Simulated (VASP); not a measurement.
Consider the following.

```
CELL_PARAMETERS angstrom
      1.35500    -2.34693     0.00000
      1.35500     2.34693     0.00000
      0.00000     0.00000     4.28000
ATOMIC_POSITIONS crystal
  Ru 0.33333 0.66667 0.25000
  Ru 0.66667 0.33333 0.75000
```

The numbers are results of PBE GGA, VASP's PBE PAW potentials (set 64) (plane waves; VASP), not measurements. Numerical set-up: 800 eV cut-off, 14×14×8 Γ-centred mesh, first-order Methfessel-Paxton smearing of 0.10 eV, potentials Ru_pv.

Q: Give the stress tensor in GPa (positive for a compressed cell).

A: 
```
3.97  0.00  0.00
0.00  3.97  0.00
0.00  0.00  3.19
```
The pressure is its mean diagonal, 3.71 GPa.

The compound is Ru in the hcp structure. The cell was not relaxed at this level. The run is one of a series of settings (ENCUT = 800 against the base run), some of them coarse on purpose.
